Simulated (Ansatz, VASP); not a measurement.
# Cross-check of Si3N4 between VASP and Ansatz, part 2 of 3

Aim: how closely do two programs agree when they are given the same cell, functional and k mesh? The cell is taken from a series of runs on this material, whose earlier steps may have relaxed, scaled, displaced or heated it; both programs get it as it stands.

VASP 6.6.1 and Ansatz 0.2.0.

So far: Starting point; Ansatz: zone-centre phonons, PBEsol.

**3. VASP: zone-centre phonons, PBEsol**

Level of this step: PBEsol; plane waves and PAW (Si, N) (VASP).

The same cell, functional and mesh now go to VASP, with its own data sets.

Lines of VASP's logs that name or quote its potential files are left out, and so is its time.

Contents of INCAR:

```
SYSTEM = Si3N4
PREC = Accurate
ENCUT = 600
EDIFF = 1E-08
NELM = 120
ISMEAR = 0
SIGMA = 0.01
LREAL = .FALSE.
ALGO = Normal
GGA = PS
NBANDS = 46
LORBIT = 11
LWAVE = .FALSE.
LCHARG = .FALSE.
ISIF = 2
IBRION = 8
LASPH = .TRUE.
GGA_COMPAT = .FALSE.
EFERMI = MIDGAP
KPAR = 4
```

Contents of POSCAR:

```
Si3N4
1.0
    7.6044000000      0.0000000000      0.0000000000
   -3.8022000000      6.5856035805      0.0000000000
    0.0000000000      0.0000000000      2.9063000000
Si N
6 8
Direct
    0.7671255837      0.1734849758      0.2500000000
    0.5936406079      0.7671255837      0.7500000000
    0.8265150242      0.5936406079      0.2500000000
    0.2328744163      0.8265150242      0.7500000000
    0.4063593921      0.2328744163      0.2500000000
    0.1734849758      0.4063593921      0.7500000000
    0.0292687537      0.3298993456      0.2500000000
    0.6993694081      0.0292687537      0.7500000000
    0.6701006544      0.6993694081      0.2500000000
    0.9707312463      0.6701006544      0.7500000000
    0.3006305919      0.9707312463      0.2500000000
    0.3298993456      0.3006305919      0.7500000000
    0.6666666667      0.3333333333      0.2500000000
    0.3333333333      0.6666666667      0.7500000000
```

Contents of KPOINTS:

```
Automatic mesh
0
Gamma
3 3 8
0 0 0
```

The projector-augmented-wave data sets are Si and N (PBE family, release 64).

Run with:

```sh
> mpirun -np 4 vasp_std
```

Log:

```text
[banner, memory and clock lines left out]
running    4 mpi-ranks, on    1 nodes
 distrk:  each k-point on    1 cores,    4 groups
 distr:  one band on    1 cores,    1 groups

 POSCAR found type information on POSCAR SiN
 POSCAR found :  2 types and      14 ions
|                                                                             |
|               ----> ADVICE to this user running VASP <----                  |
|                                                                             |
|     You enforced a specific xc type in the INCAR file but a different       |
|     [... a line on the potential file left out ...]
|     I HOPE YOU KNOW WHAT YOU ARE DOING!                                     |
|                                                                             |

 LDA part: xc-table for (Slater+PW92), standard interpolation
 POSCAR, INCAR and KPOINTS ok, starting setup
 FFT: planning ... GRIDC
 FFT: planning ... GRID_SOFT
 FFT: planning ... GRID
 WAVECAR not read
 entering main loop
       N       E                     dE             d eps       ncg     rms          rms(c)
DAV:   1     0.296508192564E+03    0.29651E+03   -0.34461E+04  1380   0.145E+03
DAV:   2    -0.111058866743E+03   -0.40757E+03   -0.38505E+03  1770   0.300E+02
DAV:   3    -0.135929704762E+03   -0.24871E+02   -0.24690E+02  1768   0.772E+01
DAV:   4    -0.136308603202E+03   -0.37890E+00   -0.37758E+00  1720   0.985E+00
DAV:   5    -0.136317661966E+03   -0.90588E-02   -0.90497E-02  1720   0.146E+00    0.291E+01
DAV:   6    -0.120734131306E+03    0.15584E+02   -0.52220E+01  1690   0.301E+01    0.134E+01
DAV:   7    -0.120512191202E+03    0.22194E+00   -0.29865E+00  1720   0.748E+00    0.615E+00
DAV:   8    -0.120403693329E+03    0.10850E+00   -0.17776E-01  1680   0.214E+00    0.208E+00
DAV:   9    -0.120389018946E+03    0.14674E-01   -0.30870E-02  1752   0.871E-01    0.293E-01
DAV:  10    -0.120390449989E+03   -0.14310E-02   -0.36355E-03  1600   0.265E-01    0.166E-01
DAV:  11    -0.120390978245E+03   -0.52826E-03   -0.85470E-04  1612   0.146E-01    0.252E-02
DAV:  12    -0.120391017455E+03   -0.39209E-04   -0.51326E-05  1696   0.382E-02    0.110E-02
DAV:  13    -0.120391039671E+03   -0.22216E-04   -0.23510E-05  1572   0.214E-02    0.532E-03
DAV:  14    -0.120391044137E+03   -0.44663E-05   -0.42600E-06  1648   0.102E-02    0.307E-03
DAV:  15    -0.120391045182E+03   -0.10447E-05   -0.23750E-06  1580   0.568E-03    0.216E-03
DAV:  16    -0.120391045126E+03    0.56328E-07   -0.97631E-08  1754   0.161E-03    0.757E-04
DAV:  17    -0.120391045110E+03    0.15633E-07   -0.17958E-08  1304   0.601E-04    0.221E-04
DAV:  18    -0.120391045100E+03    0.10328E-07   -0.47869E-09  1194   0.345E-04    0.565E-05
DAV:  19    -0.120391045100E+03   -0.51296E-09   -0.11580E-09   942   0.237E-04
   1 F= -.12039105E+03 E0= -.12039105E+03  d E =0.000000E+00
 Linear response reoptimize wavefunctions to high precision
DAV:   1    -0.120391045102E+03   -0.13024E-08   -0.15040E-10   942   0.703E-05
DAV:   2    -0.120391045102E+03    0.27285E-10   -0.20583E-11   942   0.307E-05
 Linear response DOF=           8
 Linear response progress:
  Degree of freedom:   1/  8
       N       E                     dE             d eps       ncg     rms          rms(c)
RMM:   1    -0.416659035608E-01   -0.41666E-01    0.50734E-03  6606   0.105E+00
RMM:   2    -0.282712942379E-01    0.13395E-01   -0.51161E-03  3942   0.359E-01    0.195E-01
RMM:   3    -0.275619445122E-01    0.70935E-03   -0.75806E-04  4202   0.104E-01    0.108E-01
RMM:   4    -0.272355323000E-01    0.32641E-03   -0.34516E-04  4213   0.781E-02    0.274E-02
RMM:   5    -0.272157918856E-01    0.19740E-04   -0.56712E-05  4223   0.218E-02    0.842E-03
RMM:   6    -0.272106325958E-01    0.51593E-05    0.26980E-05  4159   0.932E-03    0.392E-03
RMM:   7    -0.272125934014E-01   -0.19608E-05   -0.44195E-06  4217   0.303E-03    0.153E-03
RMM:   8    -0.272143140706E-01   -0.17207E-05   -0.41625E-06  4087   0.145E-03    0.322E-04
RMM:   9    -0.272138871249E-01    0.42695E-06    0.15728E-06  4284   0.389E-04    0.173E-04
RMM:  10    -0.272139392001E-01   -0.52075E-07    0.27671E-06  4042   0.288E-04    0.803E-05
RMM:  11    -0.272139928758E-01   -0.53676E-07    0.14139E-06  4383   0.158E-04    0.248E-05
RMM:  12    -0.272139685716E-01    0.24304E-07    0.16357E-06  4256   0.872E-05    0.912E-06
RMM:  13    -0.272138921928E-01    0.76379E-07    0.21925E-06  4590   0.674E-05    0.340E-06
RMM:  14    -0.272139541012E-01   -0.61908E-07    0.18486E-06  4495   0.621E-05    0.100E-06
RMM:  15    -0.272139446182E-01    0.94830E-08    0.20669E-06  4615   0.604E-05    0.564E-07
RMM:  16    -0.272139918629E-01   -0.47245E-07    0.15248E-06  4552   0.599E-05    0.253E-07
RMM:  17    -0.272139896211E-01    0.22419E-08    0.16101E-06  4448   0.595E-05    0.125E-07
[...]
force on displaced ion       1 direction 2 :   0.984 -40.950   0.000
 Linear response progress:
  Degree of freedom:   3/  8
       N       E                     dE             d eps       ncg     rms          rms(c)
RMM:   1    -0.187313981112E-01   -0.18731E-01    0.32760E-02  8154   0.787E-01
RMM:   2    -0.170557443928E-01    0.16757E-02   -0.16998E-03  5642   0.197E-01    0.183E-01
RMM:   3    -0.168211028000E-01    0.23464E-03   -0.27887E-04  6018   0.613E-02    0.103E-01
[...]
RMM:  18    -0.254872297865E+00   -0.53965E-09    0.97176E-07  4654   0.144E-04    0.866E-08
 first order change of Fermi-energy  -0.41759E-01
 force on displaced ion       7 direction 1 : -30.874 -15.240   0.000
 Linear response progress:
  Degree of freedom:   5/  8
       N       E                     dE             d eps       ncg     rms          rms(c)
RMM:   1    -0.256932004273E+00   -0.25693E+00    0.13153E-01  4626   0.192E+00
RMM:   2    -0.253038791826E+00    0.38932E-02   -0.86720E-03  3815   0.386E-01    0.218E-01
RMM:   3    -0.253274592735E+00   -0.23580E-03   -0.22843E-03  3957   0.167E-01    0.111E-01
RMM:   4    -0.254572514936E+00   -0.12979E-02   -0.15788E-03  4200   0.118E-01    0.329E-02
RMM:   5    -0.254544822612E+00    0.27692E-04   -0.68127E-05  4107   0.291E-02    0.727E-03
RMM:   6    -0.254627569601E+00   -0.82747E-04   -0.29360E-06  4312   0.833E-03    0.290E-03
RMM:   7    -0.254599047667E+00    0.28522E-04    0.24978E-07  4140   0.299E-03    0.920E-04
RMM:   8    -0.254604549729E+00   -0.55021E-05   -0.66355E-07  4341   0.874E-04    0.339E-04
RMM:   9    -0.254605288276E+00   -0.73855E-06   -0.97357E-07  4333   0.380E-04    0.104E-04
RMM:  10    -0.254605234124E+00    0.54152E-07   -0.12031E-06  4291   0.264E-04    0.313E-05
RMM:  11    -0.254605223426E+00    0.10698E-07   -0.10968E-06  4489   0.192E-04    0.131E-05
RMM:  12    -0.254605196102E+00    0.27324E-07   -0.83064E-07  4418   0.183E-04    0.628E-06
RMM:  13    -0.254605194525E+00    0.15773E-08   -0.85919E-07  4665   0.174E-04    0.224E-06
RMM:  14    -0.254605181776E+00    0.12748E-07   -0.90421E-07  4688   0.171E-04    0.110E-06
RMM:  15    -0.254605181018E+00    0.75788E-09   -0.79586E-07  4784   0.170E-04    0.502E-07
RMM:  16    -0.254605179679E+00    0.13398E-08   -0.83584E-07  4712   0.169E-04    0.236E-07
RMM:  17    -0.254605179058E+00    0.62037E-09   -0.76027E-07  4737   0.169E-04    0.130E-07
RMM:  18    -0.254605178651E+00    0.40691E-09   -0.77839E-07  4752   0.169E-04    0.119E-07
RMM:  19    -0.254605178043E+00    0.60820E-09   -0.79820E-07  4796   0.169E-04    0.792E-08
 first order change of Fermi-energy   0.34848E-01
 force on displaced ion       7 direction 2 : -15.248 -18.390   0.000
 Linear response progress:
  Degree of freedom:   6/  8
       N       E                     dE             d eps       ncg     rms          rms(c)
RMM:   1    -0.240295150971E+00   -0.24030E+00    0.22706E-01  7008   0.198E+00
RMM:   2    -0.237753900949E+00    0.25413E-02   -0.89000E-03  5450   0.408E-01    0.268E-01
RMM:   3    -0.238141092955E+00   -0.38719E-03   -0.19371E-03  5361   0.171E-01    0.138E-01
RMM:   4    -0.239992622228E+00   -0.18515E-02   -0.17703E-03  5644   0.144E-01    0.273E-02
RMM:   5    -0.239820314499E+00    0.17231E-03   -0.48540E-05  6271   0.299E-02    0.464E-03
RMM:   6    -0.239894682584E+00   -0.74368E-04   -0.31437E-06  6304   0.602E-03    0.164E-03
RMM:   7    -0.239882015358E+00    0.12667E-04   -0.12920E-07  6378   0.156E-03    0.410E-04
RMM:   8    -0.239884995184E+00   -0.29798E-05    0.28422E-07  6392   0.449E-04    0.128E-04
RMM:   9    -0.239884224557E+00    0.77063E-06   -0.92569E-07  6600   0.226E-04    0.345E-05
RMM:  10    -0.239884962112E+00   -0.73756E-06   -0.41525E-07  6645   0.184E-04    0.835E-06
RMM:  11    -0.239884977349E+00   -0.15237E-07   -0.67098E-07  6890   0.164E-04    0.289E-06
RMM:  12    -0.239884985331E+00   -0.79820E-08    0.62414E-08  6911   0.160E-04    0.950E-07
 first order change of Fermi-energy   0.16124E-04
 force on displaced ion       7 direction 3 :   0.007   0.003 -28.662
 Linear response progress:
  Degree of freedom:   7/  8
       N       E                     dE             d eps       ncg     rms          rms(c)
RMM:   1    -0.259254751292E+00   -0.25925E+00    0.25183E-01  4882   0.194E+00
RMM:   2    -0.254984040141E+00    0.42707E-02   -0.97663E-03  3811   0.420E-01    0.298E-01
RMM:   3    -0.254404333569E+00    0.57971E-03   -0.41071E-03  3995   0.205E-01    0.155E-01
RMM:   4    -0.255784335249E+00   -0.13800E-02   -0.24661E-03  4175   0.139E-01    0.479E-02
RMM:   5    -0.255695595660E+00    0.88740E-04   -0.96137E-05  3993   0.370E-02    0.992E-03
RMM:   6    -0.255839678578E+00   -0.14408E-03   -0.17076E-05  4321   0.129E-02    0.321E-03
RMM:   7    -0.255799222591E+00    0.40456E-04   -0.43479E-07  4229   0.360E-03    0.105E-03
RMM:   8    -0.255802096387E+00   -0.28738E-05   -0.27255E-07  4391   0.795E-04    0.411E-04
RMM:   9    -0.255805229615E+00   -0.31332E-05   -0.12509E-07  4417   0.478E-04    0.157E-04
RMM:  10    -0.255804601135E+00    0.62848E-06    0.13678E-07  4317   0.270E-04    0.220E-05
RMM:  11    -0.255804521970E+00    0.79166E-07    0.15448E-07  4517   0.146E-04    0.872E-06
RMM:  12    -0.255804522076E+00   -0.10584E-09    0.13035E-07  4547   0.131E-04    0.400E-06
RMM:  13    -0.255804549728E+00   -0.27652E-07    0.51342E-10  4675   0.127E-04    0.130E-06
RMM:  14    -0.255804550067E+00   -0.33928E-09    0.20197E-08  4607   0.125E-04    0.628E-07
 first order change of Fermi-energy  -0.56521E-05
 force on displaced ion      13 direction 1 : -39.060   0.002   0.000
 Linear response progress:
  Degree of freedom:   8/  8
       N       E                     dE             d eps       ncg     rms          rms(c)
RMM:   1    -0.237998192881E+00   -0.23800E+00    0.72953E-02  3570   0.170E+00
RMM:   2    -0.236013028664E+00    0.19852E-02   -0.78404E-03  3097   0.274E-01    0.164E-01
RMM:   3    -0.237000674035E+00   -0.98765E-03   -0.85175E-04  2898   0.106E-01    0.813E-02
RMM:   4    -0.238584602349E+00   -0.15839E-02   -0.69304E-04  3063   0.931E-02    0.192E-02
RMM:   5    -0.238632053951E+00   -0.47452E-04   -0.31806E-05  3522   0.224E-02    0.251E-03
RMM:   6    -0.238657409623E+00   -0.25356E-04   -0.76572E-07  3525   0.314E-03    0.110E-03
RMM:   7    -0.238651222842E+00    0.61868E-05   -0.39097E-08  3523   0.107E-03    0.238E-04
RMM:   8    -0.238653155574E+00   -0.19327E-05    0.31322E-08  3646   0.300E-04    0.784E-05
RMM:   9    -0.238652841935E+00    0.31364E-06    0.16800E-07  3759   0.167E-04    0.163E-05
RMM:  10    -0.238653082890E+00   -0.24095E-06    0.89219E-08  3804   0.138E-04    0.676E-06
RMM:  11    -0.238653049595E+00    0.33295E-07   -0.27775E-08  3871   0.131E-04    0.192E-06
RMM:  12    -0.238653054599E+00   -0.50038E-08   -0.70638E-08  3862   0.130E-04    0.492E-07
 first order change of Fermi-energy   0.18129E-03
 force on displaced ion      13 direction 3 :  -0.000  -0.000  -5.619
 Linear response finished
```

[end of part 2 of 3]

[Lines on the potential files, build, host, timing and source positions are cut from VASP's logs without a mark.]

[Logs are printed without paths, hosts, clocks, repeated set-up lines and the standing remarks that a program may print on its own settings, such as how far it seeks lower states.]

[Hosts, paths, dates, database ids (printed as entryN), source tags and the programs' standing remarks are cut or masked in the printed files.]
